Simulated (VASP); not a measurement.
# WS2 (Tungstenite): accuracy against cost in the number of MPI ranks and k-mesh, part 2 of 3

A convergence test on WS2 (Tungstenite): the number of MPI ranks and k-mesh. The series runs use PBE. The start is a cell from a database of measured crystal structures.

VASP 6.6.1; PBE; plane waves and PAW (W, S).

Still holding for the runs below: Spin-orbit coupling is off here; with elements this heavy it splits and shifts levels by tenths of an eV or more.

So far. Step 5 (Number of MPI ranks: 8 ranks): Against the first of the series the energy stays within 0.01 meV an atom and the pressure within 0.01 GPa, after 14 cycles in 9.4 s.

## 7. K-mesh: 2 2 1

This step: PBE; plane waves and PAW (W, S) (VASP 6.6.1).

The sum over the zone converges with the mesh, fast for insulators and slowly for metals.

File INCAR:

```
SYSTEM = WS2
PREC = Accurate
ENCUT = 400
EDIFF = 1E-06
NELM = 100
ISMEAR = -1
SIGMA = 0.05
LREAL = .FALSE.
ALGO = Normal
GGA = PE
NBANDS = 24
LASPH = .TRUE.
LORBIT = 11
LWAVE = .FALSE.
LCHARG = .FALSE.
NCORE = 8
ISIF = 2
```

File POSCAR:

```
WS2
1.0
    3.1532000000      0.0000000000      0.0000000000
   -1.5766000000      2.7307513032      0.0000000000
    0.0000000000      0.0000000000     12.3230000000
W S
2 4
Direct
    0.3333333333      0.6666666667      0.2500000000
    0.6666666667      0.3333333333      0.7500000000
    0.3333333333      0.6666666667      0.6225000000
    0.6666666667      0.3333333333      0.1225000000
    0.3333333333      0.6666666667      0.8775000000
    0.6666666667      0.3333333333      0.3775000000
```

File KPOINTS:

```
Automatic mesh
0
Gamma
2 2 1
0 0 0
```

The projector-augmented-wave data sets are W and S (PBE family, release 64).

Command:

```sh
mpirun -np 8 vasp_std
```

Log:

```text
[banner, memory and clock lines left out]
running    8 mpi-ranks, on    1 nodes
 distrk:  each k-point on    8 cores,    1 groups
 distr:  one band on    8 cores,    1 groups

 POSCAR found type information on POSCAR W S
 POSCAR found :  2 types and       6 ions
 [... a notice as in an earlier step ...]

 LDA part: xc-table for (Slater+PW92), standard interpolation
 POSCAR, INCAR and KPOINTS ok, starting setup
 FFT: planning ... GRIDC
 FFT: planning ... GRID_SOFT
 FFT: planning ... GRID
 WAVECAR not read
 entering main loop
       N       E                     dE             d eps       ncg     rms          rms(c)
DAV:   1     0.173216062558E+03    0.17322E+03   -0.13866E+04    96   0.107E+03
DAV:   2    -0.338179270150E+02   -0.20703E+03   -0.19653E+03   136   0.255E+02
DAV:   3    -0.480222864146E+02   -0.14204E+02   -0.14101E+02   136   0.657E+01
DAV:   4    -0.483120959398E+02   -0.28981E+00   -0.28903E+00   120   0.107E+01
DAV:   5    -0.483230139611E+02   -0.10918E-01   -0.10911E-01   144   0.176E+00    0.404E+01
DAV:   6    -0.456950888391E+02    0.26279E+01   -0.13201E+01   144   0.174E+01    0.181E+01
DAV:   7    -0.453755358162E+02    0.31955E+00   -0.36215E+00   144   0.103E+01    0.962E+00
DAV:   8    -0.452682257768E+02    0.10731E+00   -0.42548E-01   144   0.390E+00    0.134E+00
DAV:   9    -0.452610615258E+02    0.71643E-02   -0.68960E-02   120   0.131E+00    0.573E-01
DAV:  10    -0.452603827153E+02    0.67881E-03   -0.14615E-02   128   0.659E-01    0.452E-01
DAV:  11    -0.452601950427E+02    0.18767E-03   -0.18806E-03   136   0.240E-01    0.196E-01
DAV:  12    -0.452602386060E+02   -0.43563E-04   -0.21968E-04   136   0.914E-02    0.536E-02
DAV:  13    -0.452602385910E+02    0.15011E-07   -0.17960E-05   136   0.220E-02    0.261E-02
DAV:  14    -0.452602397327E+02   -0.11417E-05   -0.23102E-06   120   0.828E-03    0.613E-03
DAV:  15    -0.452602399172E+02   -0.18446E-06   -0.25494E-07    80   0.272E-03
   1 F= -.45260240E+02 E0= -.45260240E+02  d E =-.267959E-08
```

Run time: 3.2 s. Hardware: 8 MPI ranks of Intel Xeon Platinum 8375C at 2.90GHz (Ice Lake), shared host; peak memory 0.85 GiB; 14 s of CPU time.

OUTCAR, selected parts (step 7):

```text
   k-points           NKPTS =      2   k-points in BZ     NKDIM =      2   number of bands    NBANDS=     24

   NELECT =      36.0000    total number of electrons

 E-fermi :   7.4665

 k-point     1 :       0.0000    0.0000    0.0000
  band No.  band energies     occupation
    ...
     14       4.2689      2.00000
     15       4.2689      2.00000
     16       5.0021      2.00000
     17       5.2351      2.00000
     18       6.4775      2.00000
     19       8.7474      0.00000
     20       8.7476      0.00000
     21       8.7513      0.00000
     22       8.7522      0.00000
     23       8.7597      0.00000
    ...

  Total        3.4974758      3.4974758      6.5508716     -0.0000000      0.0000000      0.0000000
  in kB       52.8098807     52.8098807     98.9144075     -0.0000000      0.0000000      0.0000000
  external PRESSURE =      68.1780563 kB  Pullay stress =       0.0000000 kB

 POSITION                                       TOTAL-FORCE (eV/Angst)
 -----------------------------------------------------------------------------------
     -0.00000      1.82050      3.08075        -0.000000     -0.000000      0.000000
      1.57660      0.91025      9.24225         0.000000      0.000000      0.000000
     -0.00000      1.82050      7.67107         0.000000     -0.000000     -0.417373
      1.57660      0.91025      1.50957         0.000000      0.000000     -0.417373
     -0.00000      1.82050     10.81343         0.000000     -0.000000      0.417373
      1.57660      0.91025      4.65193        -0.000000      0.000000      0.417373
 -----------------------------------------------------------------------------------
    total drift:                               -0.000000      0.000000     -0.000000

  FREE ENERGIE OF THE ION-ELECTRON SYSTEM (eV)
  ---------------------------------------------------
  free  energy   TOTEN  =       -45.2602399172 eV

  energy  without entropy=      -45.2602399145  energy(sigma->0) =      -45.26023992

[... 7 parts as in an earlier step ...]

[... 5 further parts left out ...]
```

This step gave:

- SCF cycles: 15
- irreducible k-points: 2
- free energy (TOTEN): -45.26 eV
- Fermi energy: 7.466 eV
- pressure: 6.818 GPa
- conduction bottom at k: 0.5, 0, 0
- least direct gap at k: 0, 0, 0
- gap on the k-mesh: 2.055 eV
- least direct gap on the k-mesh: 2.270 eV

The series starts at -7.5434 eV an atom and 6.82 GPa, after 15 cycles in 3.2 s.

## 8. K-mesh: 3 3 1

INCAR is that of step 7.

POSCAR is that of step 7.

File KPOINTS:

```
Automatic mesh
0
Gamma
3 3 1
0 0 0
```

Command:

```sh
mpirun -np 8 vasp_std
```

Log:

```text
[... set-up lines as in an earlier step ...]
 entering main loop
       N       E                     dE             d eps       ncg     rms          rms(c)
DAV:   1     0.157071517717E+03    0.15707E+03   -0.13840E+04   144   0.107E+03
DAV:   2    -0.383509517674E+02   -0.19542E+03   -0.18990E+03   200   0.254E+02
DAV:   3    -0.496541397454E+02   -0.11303E+02   -0.11202E+02   200   0.592E+01
DAV:   4    -0.498797628277E+02   -0.22562E+00   -0.22546E+00   184   0.968E+00
[...]
DAV:  12    -0.471826216438E+02   -0.26465E-04   -0.34324E-04   200   0.114E-01    0.316E-02
DAV:  13    -0.471826259667E+02   -0.43228E-05   -0.21890E-05   208   0.268E-02    0.121E-02
DAV:  14    -0.471826260392E+02   -0.72557E-07   -0.14895E-06   152   0.674E-03
   1 F= -.47182626E+02 E0= -.47182626E+02  d E =-.704103E-06
```

Wall time 3.2 s (8 MPI ranks); peak memory 0.89 GiB.

OUTCAR, selected parts (step 8):

```text
  Total        3.0014763      3.0014763      2.1107080      0.0000000      0.0000000      0.0000000
  in kB       45.3205725     45.3205725     31.8704816      0.0000000      0.0000000      0.0000000
  external PRESSURE =      40.8372089 kB  Pullay stress =       0.0000000 kB

 POSITION                                       TOTAL-FORCE (eV/Angst)
 -----------------------------------------------------------------------------------
     -0.00000      1.82050      3.08075         0.000000      0.000000      0.000000
      1.57660      0.91025      9.24225        -0.000000      0.000000      0.000000
     -0.00000      1.82050      7.67107        -0.000000      0.000000      0.192737
      1.57660      0.91025      1.50957        -0.000000      0.000000      0.192737
     -0.00000      1.82050     10.81343        -0.000000      0.000000     -0.192737
      1.57660      0.91025      4.65193         0.000000     -0.000000     -0.192737
 -----------------------------------------------------------------------------------
    total drift:                               -0.000000      0.000000     -0.000000

  FREE ENERGIE OF THE ION-ELECTRON SYSTEM (eV)
  ---------------------------------------------------
  free  energy   TOTEN  =       -47.1826260392 eV

  energy  without entropy=      -47.1826253351  energy(sigma->0) =      -47.18262569

[... 1 part as in an earlier step ...]

[... 2 further parts left out ...]
[key lines of the parts left out:]
E-fermi :   7.0439
```

Against the run before the energy moves by -320.40 meV an atom and the pressure by -2.73 GPa, after 14 cycles in 3.2 s.

## 9. K-mesh: 4 4 1

Edit INCAR of step 8 so:

```diff
@@ -15,3 +15,4 @@
 LCHARG = .FALSE.
-NCORE = 8
+KPAR = 2
+NCORE = 4
 ISIF = 2
```

POSCAR is that of step 8.

File KPOINTS:

```
Automatic mesh
0
Gamma
4 4 1
0 0 0
```

Command:

```sh
mpirun -np 8 vasp_std
```

Log:

```text
[banner, memory and clock lines left out]
running    8 mpi-ranks, on    1 nodes
[...]
LDA part: xc-table for (Slater+PW92), standard interpolation
 POSCAR, INCAR and KPOINTS ok, starting setup
[...]
entering main loop
       N       E                     dE             d eps       ncg     rms          rms(c)
DAV:   1     0.159160885813E+03    0.15916E+03   -0.13802E+04   192   0.107E+03
DAV:   2    -0.369717770795E+02   -0.19613E+03   -0.18867E+03   248   0.258E+02
DAV:   3    -0.498795568328E+02   -0.12908E+02   -0.12796E+02   264   0.650E+01
DAV:   4    -0.501751656404E+02   -0.29561E+00   -0.29481E+00   256   0.113E+01
[...]
DAV:  12    -0.473989798624E+02   -0.26390E-04   -0.36198E-04   264   0.120E-01    0.600E-02
DAV:  13    -0.473989892365E+02   -0.93741E-05   -0.30673E-05   256   0.318E-02    0.145E-02
DAV:  14    -0.473989888402E+02    0.39635E-06   -0.19273E-06   224   0.743E-03
   1 F= -.47398989E+02 E0= -.47398989E+02  d E =-.505571E-06
```

Wall time 3.4 s (8 MPI ranks); peak memory 1 GiB; 16 s of CPU time.

Parts of OUTCAR (step 9):

```text
  Total        2.2231075      2.2231075      2.4326691      0.0000000      0.0000000      0.0000000
  in kB       33.5676499     33.5676499     36.7319098      0.0000000      0.0000000      0.0000000
  external PRESSURE =      34.6224032 kB  Pullay stress =       0.0000000 kB

 POSITION                                       TOTAL-FORCE (eV/Angst)
 -----------------------------------------------------------------------------------
     -0.00000      1.82050      3.08075        -0.000000     -0.000000      0.000000
      1.57660      0.91025      9.24225         0.000000     -0.000000      0.000000
     -0.00000      1.82050      7.67107         0.000000      0.000000      0.032470
      1.57660      0.91025      1.50957        -0.000000      0.000000      0.032470
     -0.00000      1.82050     10.81343         0.000000     -0.000000     -0.032470
      1.57660      0.91025      4.65193        -0.000000     -0.000000     -0.032470
 -----------------------------------------------------------------------------------
    total drift:                               -0.000000      0.000000     -0.000000

  FREE ENERGIE OF THE ION-ELECTRON SYSTEM (eV)
  ---------------------------------------------------
  free  energy   TOTEN  =       -47.3989888402 eV

  energy  without entropy=      -47.3989883346  energy(sigma->0) =      -47.39898859

[... 1 part as in an earlier step ...]

[... 2 further parts left out ...]
[key lines of the parts left out:]
E-fermi :   7.0358
```

Against the run before the energy moves by -36.06 meV an atom and the pressure by -0.62 GPa, after 14 cycles in 3.4 s.

## 10. K-mesh: 6 6 2

Edit INCAR of step 9 so:

```diff
@@ -15,4 +15,3 @@
 LCHARG = .FALSE.
-KPAR = 2
-NCORE = 4
+KPAR = 8
 ISIF = 2
```

POSCAR is that of step 9.

File KPOINTS:

```
Automatic mesh
0
Gamma
6 6 2
0 0 0
```

Command:

```sh
mpirun -np 8 vasp_std
```

Log:

```text
[banner, memory and clock lines left out]
running    8 mpi-ranks, on    1 nodes
[...]
[... a notice as in an earlier step ...]

 LDA part: xc-table for (Slater+PW92), standard interpolation
 POSCAR, INCAR and KPOINTS ok, starting setup
[...]
entering main loop
       N       E                     dE             d eps       ncg     rms          rms(c)
DAV:   1     0.161914700585E+03    0.16191E+03   -0.14066E+04   672   0.108E+03
DAV:   2    -0.374879098566E+02   -0.19940E+03   -0.19120E+03   928   0.258E+02
DAV:   3    -0.498697977352E+02   -0.12382E+02   -0.12296E+02   888   0.640E+01
DAV:   4    -0.501309693213E+02   -0.26117E+00   -0.26049E+00   896   0.101E+01
[...]
DAV:  12    -0.473231418748E+02   -0.10161E-04   -0.41528E-04   936   0.126E-01    0.489E-02
DAV:  13    -0.473231485755E+02   -0.67006E-05   -0.31859E-05   920   0.319E-02    0.159E-02
DAV:  14    -0.473231483765E+02    0.19898E-06   -0.15951E-06   688   0.756E-03
   1 F= -.47323148E+02 E0= -.47323147E+02  d E =-.333933E-05
```

Run time: 8.2 s. Hardware: 8 MPI ranks; peak memory 1.7 GiB.

Parts of OUTCAR (step 10):

```text
  Total        2.4290009      2.4290009      2.5010107      0.0000000      0.0000000      0.0000000
  in kB       36.6765221     36.6765221     37.7638289      0.0000000      0.0000000      0.0000000
  external PRESSURE =      37.0389577 kB  Pullay stress =       0.0000000 kB

 POSITION                                       TOTAL-FORCE (eV/Angst)
 -----------------------------------------------------------------------------------
     -0.00000      1.82050      3.08075         0.000000     -0.000000     -0.000000
      1.57660      0.91025      9.24225         0.000000      0.000000     -0.000000
     -0.00000      1.82050      7.67107         0.000000      0.000000     -0.061775
      1.57660      0.91025      1.50957        -0.000000      0.000000     -0.061775
     -0.00000      1.82050     10.81343         0.000000      0.000000      0.061775
      1.57660      0.91025      4.65193        -0.000000     -0.000000      0.061775
 -----------------------------------------------------------------------------------
    total drift:                               -0.000000      0.000000     -0.000000

  FREE ENERGIE OF THE ION-ELECTRON SYSTEM (eV)
  ---------------------------------------------------
  free  energy   TOTEN  =       -47.3231483765 eV

  energy  without entropy=      -47.3231450372  energy(sigma->0) =      -47.32314671

[... 1 part as in an earlier step ...]

[... 2 further parts left out ...]
[key lines of the parts left out:]
E-fermi :   6.8433
```

Against the run before the energy moves by +12.64 meV an atom and the pressure by +0.24 GPa, after 14 cycles in 8.2 s.

## 11. K-mesh: 7 7 2

INCAR is that of step 10.

POSCAR is that of step 10.

File KPOINTS:

```
Automatic mesh
0
Gamma
7 7 2
0 0 0
```

Command:

```sh
mpirun -np 8 vasp_std
```

Log:

```text
[... set-up lines as in an earlier step ...]
 entering main loop
       N       E                     dE             d eps       ncg     rms          rms(c)
DAV:   1     0.159868223883E+03    0.15987E+03   -0.14078E+04   768   0.108E+03
DAV:   2    -0.373731862705E+02   -0.19724E+03   -0.19064E+03  1072   0.253E+02
DAV:   3    -0.498869813382E+02   -0.12514E+02   -0.12441E+02  1040   0.629E+01
DAV:   4    -0.501397215759E+02   -0.25274E+00   -0.25228E+00  1072   0.100E+01
[...]
DAV:  12    -0.473285618173E+02   -0.22711E-04   -0.40067E-04  1072   0.124E-01    0.516E-02
DAV:  13    -0.473285688202E+02   -0.70029E-05   -0.26219E-05  1056   0.303E-02    0.156E-02
DAV:  14    -0.473285685073E+02    0.31290E-06   -0.21403E-06   816   0.829E-03
   1 F= -.47328569E+02 E0= -.47328568E+02  d E =-.102149E-05
```

Wall time 8.2 s (8 MPI ranks); peak memory 1.8 GiB.

OUTCAR, selected parts (step 11):

```text
  Total        2.4288319      2.4288319      2.4758039      0.0000000      0.0000000      0.0000000
  in kB       36.6739700     36.6739700     37.3832197      0.0000000      0.0000000      0.0000000
  external PRESSURE =      36.9103866 kB  Pullay stress =       0.0000000 kB

 POSITION                                       TOTAL-FORCE (eV/Angst)
 -----------------------------------------------------------------------------------
     -0.00000      1.82050      3.08075        -0.000000      0.000000     -0.000000
      1.57660      0.91025      9.24225         0.000000     -0.000000     -0.000000
     -0.00000      1.82050      7.67107         0.000000     -0.000000     -0.055997
      1.57660      0.91025      1.50957         0.000000      0.000000     -0.055997
     -0.00000      1.82050     10.81343        -0.000000     -0.000000      0.055997
      1.57660      0.91025      4.65193        -0.000000      0.000000      0.055997
 -----------------------------------------------------------------------------------
    total drift:                               -0.000000      0.000000     -0.000000

  FREE ENERGIE OF THE ION-ELECTRON SYSTEM (eV)
  ---------------------------------------------------
  free  energy   TOTEN  =       -47.3285685073 eV

  energy  without entropy=      -47.3285674858  energy(sigma->0) =      -47.32856800

[... 1 part as in an earlier step ...]

[... 2 further parts left out ...]
[key lines of the parts left out:]
E-fermi :   6.8923
```

Against the run before the energy moves by -0.90 meV an atom and the pressure by -0.01 GPa, after 14 cycles in 8.2 s.

## 12. K-mesh: 10 10 3

INCAR is that of step 11.

POSCAR is that of step 11.

File KPOINTS:

```
Automatic mesh
0
Gamma
10 10 3
0 0 0
```

Command:

```sh
mpirun -np 8 vasp_std
```

Log:

```text
[... set-up lines as in an earlier step ...]
 entering main loop
       N       E                     dE             d eps       ncg     rms          rms(c)
DAV:   1     0.158147742092E+03    0.15815E+03   -0.14132E+04  1344   0.108E+03
DAV:   2    -0.377447141677E+02   -0.19589E+03   -0.18946E+03  1832   0.252E+02
DAV:   3    -0.498758054398E+02   -0.12131E+02   -0.12048E+02  1808   0.631E+01
DAV:   4    -0.501376462046E+02   -0.26184E+00   -0.26140E+00  1800   0.102E+01
[...]
DAV:  12    -0.473267993821E+02   -0.21366E-04   -0.39307E-04  1880   0.123E-01    0.528E-02
DAV:  13    -0.473268063547E+02   -0.69726E-05   -0.26968E-05  1808   0.301E-02    0.166E-02
DAV:  14    -0.473268060863E+02    0.26840E-06   -0.20784E-06  1488   0.817E-03
   1 F= -.47326806E+02 E0= -.47326806E+02  d E =-.612596E-06
```

Elapsed: 11 s, on 8 MPI ranks; peak memory 1.8 GiB; 64 s of CPU time.

Parts of OUTCAR (step 12):

```text
  Total        2.4284202      2.4284202      2.4872758      0.0000000     -0.0000000      0.0000000
  in kB       36.6677539     36.6677539     37.5564391      0.0000000     -0.0000000      0.0000000
  external PRESSURE =      36.9639823 kB  Pullay stress =       0.0000000 kB

 POSITION                                       TOTAL-FORCE (eV/Angst)
 -----------------------------------------------------------------------------------
     -0.00000      1.82050      3.08075        -0.000000      0.000000     -0.000000
      1.57660      0.91025      9.24225        -0.000000      0.000000     -0.000000
     -0.00000      1.82050      7.67107        -0.000000      0.000000     -0.057562
      1.57660      0.91025      1.50957         0.000000     -0.000000     -0.057562
     -0.00000      1.82050     10.81343        -0.000000      0.000000      0.057562
      1.57660      0.91025      4.65193         0.000000     -0.000000      0.057562
 -----------------------------------------------------------------------------------
    total drift:                               -0.000000      0.000000     -0.000000

  FREE ENERGIE OF THE ION-ELECTRON SYSTEM (eV)
  ---------------------------------------------------
  free  energy   TOTEN  =       -47.3268060863 eV

  energy  without entropy=      -47.3268054737  energy(sigma->0) =      -47.32680578

[... 1 part as in an earlier step ...]

[... 2 further parts left out ...]
[key lines of the parts left out:]
E-fermi :   6.8693
```

Against the run before the energy moves by +0.29 meV an atom and the pressure by +0.01 GPa, after 14 cycles in 11 s.

(Part 2 of 3 ends here.)

[Lines on the potential files, build, host, timing and source positions are cut from VASP's logs without a mark.]

[Logs are printed without paths, hosts, clocks, repeated set-up lines and the standing remarks that a program may print on its own settings, such as how far it seeks lower states.]

[Hosts, paths, dates, database ids (printed as entryN), source tags and the programs' standing remarks are cut or masked in the printed files.]

[A measured line is paired with the nearest computed mode of its activity, which favours agreement.]
